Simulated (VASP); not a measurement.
Given:

```
Ti
1.0
    2.89554     0.00000     0.00000
   -1.44777     2.50761     0.00000
    0.00000     0.00000     4.59013
Ti
2
Direct
  0.66667   0.33333   0.75000
  0.33333   0.66667   0.25000
```

Method: PBEsol GGA, VASP's PBE PAW potentials (set 64) (plane waves; VASP). Numerical set-up: PREC = Normal, EDIFF = 1E-5, 400 eV cut-off, 16×16×9 Γ-centred mesh, first-order Methfessel-Paxton smearing of 0.10 eV, potentials Ti_sv.

Question: Give the stress tensor in GPa (positive for a compressed cell).

Answer: 
```
-0.75   0.00   0.00
 0.00  -0.75   0.00
 0.00   0.00  -1.18
```
The pressure is its mean diagonal, -0.89 GPa.

The compound is Ti in the hcp structure. It was relaxed first, which changed the volume by -6 %.
